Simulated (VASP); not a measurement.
Method: LDA (Ceperley-Alder, Perdew-Zunger), VASP's LDA PAW potentials (set 64) (plane waves; VASP). Each cell was relaxed at this level.

Which of these has an unstable (imaginary) mode at Γ?
(A) AlN, P6_3/mmc (194)
(B) Ag3SI, Pm-3m (221)
(C) CsSnBr3, Pm-3m (221)
(D) SnS, F-43m (216)

B, Ag3SI, Pm-3m (221). Its optical Γ-point modes are 83i (×3), 57i (×3), 29 (×3), 327 (×3) cm⁻¹.
